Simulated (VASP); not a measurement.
# Sn: energy against strain

Sn (diamond, Fd-3m, 34.932 Å³/atom at rest, cube axes along x, y and z) under an equal strain ε along x and y, with z held. PBEsol in VASP (plane waves, PAW), 480 eV, 8×8×8 Γ-centred mesh, Methfessel-Paxton smearing 0.10 eV; ions are relaxed within the symmetry of each cell.

Here s stands for strain and y for E less E0.

| strain (%) | E less E0 (meV/atom) |
|---|---|
| -1.50 | 4.81 |
| -1.00 | 2.07 |
| -0.50 | 0.49 |
| 0.00 | 0.00 |
| 0.50 | 0.53 |
| 1.00 | 2.01 |
| 1.50 | 4.39 |
| 3.00 | ? |

Fit y of the 7 rows that show it with a parabola. Least squares gives y = -0.002 - 0.0957·s + 2.0448·s². Residuals (row less fit): 0.068, -0.069, -0.067, 0.002, 0.069, 0.063, -0.065; standard error 0.082 (degrees of freedom: 4). Twice the quadratic coefficient over the volume, 2 × 2.0448 meV × 10⁴ × 0.1602 / 34.932 Å³, is the elastic constants 2(C11 + C12) = 188 ± 3 GPa.

Question: Estimate the missing y (s = 3.00); what did the run itself give?

Answer: y = -0.002 - 0.0957 × 3.0 + 2.0448 × 3.0² = 18.114 meV/atom. The calculation gives 16.42 meV/atom, 1.694 meV/atom below the prediction (10.3 % of the range of y in the table). The row lies outside the fitted rows, so this is an extrapolation. From the scatter of the fitted rows alone, a prediction at this place has a standard error of 0.312 meV/atom, so the miss is 5.4 times that.

One order more, fitted to all 13 runs of the series, follows each within 0.04, so the miss is the next term of a smooth law. This level leaves no gap over 0.05 eV at strain -1.50, -1.00, -0.50, 0.00, 0.50, 1.00, 1.50, 3.00, where the mesh may be coarse. Sn is here grey tin, stable below 13 °C. Rows are the converged runs of the series near zero and its far end; series whose fitted rows scatter by over a few per cent of the range, as at a crossing or softening among them, aren't shown in this form. Most that stay on the fit to the last digits aren't either.
